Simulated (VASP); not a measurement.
VASP ran on this input.

INCAR:
```
SYSTEM = ZrO2
PREC = Accurate
ENCUT = 520
EDIFF = 1E-6
NELM = 60
ALGO = VeryFast
LREAL = .FALSE.
LASPH = .TRUE.
ISMEAR = 0
SIGMA = 0.05
GGA = PE
LMAXMIX = 4
LWAVE = .FALSE.
LCHARG = .FALSE.
ISIF = 2
NELMDL = -1
```

### KPOINTS
```
Automatic mesh
0
Gamma
6 6 6
0 0 0
```

**POSCAR**
```
ZrO2
1
    0.0000000000     2.5959000000     2.5959000000
    2.5959000000     0.0000000000     2.5959000000
    2.5959000000     2.5959000000     0.0000000000
Zr O
1 2
Direct
  0.0000000000   0.0000000000   0.0000000000
  0.2500000000   0.2500000000   0.2500000000
  0.7500000000   0.7500000000   0.7500000000
```

POTCAR, in this order: Zr_sv O (PBE.64 set). Program: vasp_std.

What VASP printed:

**standard output**
```
...
RMM:  22     0.138143069294E+04    0.47171E+00   -0.28809E+00  1006   0.746E+01    0.411E+01
RMM:  23     0.138314480080E+04    0.17141E+01    0.25997E+00  1006   0.732E+01    0.351E+01
RMM:  24     0.138301722251E+04   -0.12758E+00   -0.20619E+00  1006   0.702E+01    0.420E+01
RMM:  25     0.138252014332E+04   -0.49708E+00   -0.55649E+00  1006   0.679E+01    0.510E+01
RMM:  26     0.138181859397E+04   -0.70155E+00   -0.58733E+00  1006   0.656E+01    0.557E+01
RMM:  27     0.138169882695E+04   -0.11977E+00   -0.46271E+00  1006   0.637E+01    0.542E+01
RMM:  28     0.138096795335E+04   -0.73087E+00   -0.50569E+00  1012   0.618E+01    0.608E+01
RMM:  29     0.138057968026E+04   -0.38827E+00   -0.34542E+00  1006   0.602E+01    0.630E+01
RMM:  30     0.138021948043E+04   -0.36020E+00   -0.35026E+00  1006   0.587E+01    0.658E+01
RMM:  31     0.138004744940E+04   -0.17203E+00   -0.23956E+00  1006   0.573E+01    0.673E+01
RMM:  32     0.138008845815E+04    0.41009E-01   -0.25080E+00  1006   0.559E+01    0.673E+01
RMM:  33     0.138127492682E+04    0.11865E+01   -0.11524E+00  1005   0.550E+01    0.650E+01
RMM:  34     0.138224321284E+04    0.96829E+00   -0.13615E+00  1006   0.542E+01    0.716E+01
RMM:  35     0.138228870518E+04    0.45492E-01   -0.38305E-01  1006   0.528E+01    0.776E+01
RMM:  36     0.138218360896E+04   -0.10510E+00   -0.93394E-01  1006   0.515E+01    0.805E+01
RMM:  37     0.138196376457E+04   -0.21984E+00   -0.14175E+00  1006   0.505E+01    0.828E+01
RMM:  38     0.138183434896E+04   -0.12942E+00   -0.12987E+00  1006   0.494E+01    0.834E+01
RMM:  39     0.138178520353E+04   -0.49145E-01   -0.12837E+00  1006   0.487E+01    0.850E+01
RMM:  40     0.138185591098E+04    0.70707E-01   -0.14613E+00  1006   0.480E+01    0.933E+01
RMM:  41     0.138197140183E+04    0.11549E+00   -0.33295E-01  1006   0.471E+01    0.993E+01
WARNING in EDDRMM: call to ZHEGV failed, returncode =   8  4      1
RMM:  42     0.138205753537E+04    0.86134E-01   -0.52832E-01  1005   0.463E+01    0.103E+02
RMM:  43     0.138203029691E+04   -0.27238E-01   -0.49869E-01  1006   0.454E+01    0.105E+02
RMM:  44     0.138202162232E+04   -0.86746E-02   -0.43778E-01  1006   0.446E+01    0.106E+02
RMM:  45     0.138192134418E+04   -0.10028E+00   -0.24202E-01  1006   0.439E+01    0.106E+02
RMM:  46     0.138185547830E+04   -0.65866E-01   -0.57480E-01  1006   0.432E+01    0.105E+02
RMM:  47     0.138204030844E+04    0.18483E+00   -0.10917E+00  1001   0.434E+01    0.109E+02
RMM:  48     0.138213679115E+04    0.96483E-01    0.27389E-01  1006   0.426E+01    0.105E+02
RMM:  49     0.138214277259E+04    0.59814E-02   -0.27173E-01  1006   0.419E+01    0.105E+02
RMM:  50     0.138216091993E+04    0.18147E-01   -0.11514E-01  1006   0.412E+01    0.104E+02
RMM:  51     0.138217375627E+04    0.12836E-01   -0.17416E-01  1006   0.405E+01    0.106E+02
RMM:  52     0.138284531974E+04    0.67156E+00   -0.36671E+00   998   0.422E+01    0.113E+02
RMM:  53     0.138287557379E+04    0.30254E-01    0.38150E-01  1006   0.402E+01    0.118E+02
RMM:  54     0.138293844015E+04    0.62866E-01   -0.86261E-02  1006   0.394E+01    0.118E+02
RMM:  55     0.138291404777E+04   -0.24392E-01   -0.30768E-01  1006   0.388E+01    0.118E+02
RMM:  56     0.138292125211E+04    0.72043E-02    0.28105E-01  1007   0.381E+01    0.114E+02
RMM:  57     0.138378984364E+04    0.86859E+00    0.12226E+00  1006   0.395E+01    0.100E+02
RMM:  58     0.138355343227E+04   -0.23641E+00   -0.13136E+00  1006   0.381E+01    0.914E+01
RMM:  59     0.138348167624E+04   -0.71756E-01    0.47251E-01  1006   0.373E+01    0.873E+01
RMM:  60     0.138346656822E+04   -0.15108E-01   -0.20206E-01  1006   0.367E+01

 -----------------------------------------------------------------------------
|                                                                             |
|           W    W    AA    RRRRR   N    N  II  N    N   GGGG   !!!           |
|           W    W   A  A   R    R  NN   N  II  NN   N  G    G  !!!           |
|           W    W  A    A  R    R  N N  N  II  N N  N  G       !!!           |
|           W WW W  AAAAAA  RRRRR   N  N N  II  N  N N  G  GGG   !            |
|           WW  WW  A    A  R   R   N   NN  II  N   NN  G    G                |
|           W    W  A    A  R    R  N    N  II  N    N   GGGG   !!!           |
|                                                                             |
|     The electronic self-consistency was not achieved in the given           |
|     number of steps (NELM). The forces and other quantities evaluated       |
|     might not be reliable so examine the results carefully. If you find     |
|     spurious results, we suggest increasing NELM, if you were close to      |
|     convergence or switching to a different ALGO or adjusting the           |
|     density mixing parameters otherwise.                                    |
|                                                                             |
 -----------------------------------------------------------------------------

   1 F= 0.13834666E+04 E0= 0.13834672E+04  d E =-.121934E-02
```

### OUTCAR
```
------------------------ aborting loop EDIFF was not reached (unconverged)  ----------------------------
  FORCE on cell =-STRESS in cart. coord.  units (eV):
  Direction    XX          YY          ZZ          XY          YZ          ZX
  --------------------------------------------------------------------------------------
  Total      531.6305449    531.6305449    531.6305449      0.0000000     -0.0000000      0.0000000
  in kB    24345.9450164  24345.9450164  24345.9450164      0.0000000     -0.0000000      0.0000000
  external PRESSURE =   24345.9450164 kB  Pullay stress =       0.0000000 kB
  volume of cell :       34.99
      direct lattice vectors                 reciprocal lattice vectors
     0.000000000  2.595900000  2.595900000    -0.192611426  0.192611426  0.192611426
     2.595900000  0.000000000  2.595900000     0.192611426 -0.192611426  0.192611426
     2.595900000  2.595900000  0.000000000     0.192611426  0.192611426 -0.192611426
 POSITION                                       TOTAL-FORCE (eV/Angst)
 -----------------------------------------------------------------------------------
      0.00000      0.00000      0.00000        -0.000000     -0.000000     -0.000000
      1.29795      1.29795      1.29795         0.000000      0.000000      0.000000
      3.89385      3.89385      3.89385        -0.000000     -0.000000     -0.000000
 -----------------------------------------------------------------------------------
    total drift:                               -0.000000      0.000000      0.000000
  FREE ENERGIE OF THE ION-ELECTRON SYSTEM (eV)
  ---------------------------------------------------
  free  energy   TOTEN  =      1383.4665682198 eV

  energy  without entropy=     1383.4677875613  energy(sigma->0) =     1383.46717789
```
(Selected blocks of OUTCAR.)

Problem. Read input and log: which fault does this run have?
A. the tetrahedron method needs a mesh, and KPOINTS holds a single point
B. ALGO = VeryFast starts from random orbitals with almost no delay (NELMDL = -1)
C. Methfessel-Paxton smearing was used on a material with a gap
D. NSW = 0, so the ions never move

Solution. B, ALGO = VeryFast starts from random orbitals with almost no delay (NELMDL = -1). Convergence was not reached. Against the sound run, the energy per atom (σ→0) goes up by 470.665 eV/atom; the pressure rises by 2443.88 GPa; the band gap falls by 3.19 eV.

To mend it, set ALGO = Normal, remove NELMDL.

The mended run (PBE GGA, plane waves, VASP's PBE PAW potentials (set 64)) converges, and its OSZICAR ends with
```
   1 F= -.28526477E+02 E0= -.28526477E+02  d E =-.377416E-14
```

The compound is ZrO2 in the fluorite structure, the high-temperature cubic form, which is unstable at 0 K; the monoclinic form is the stable one. The cell was not relaxed at this level.
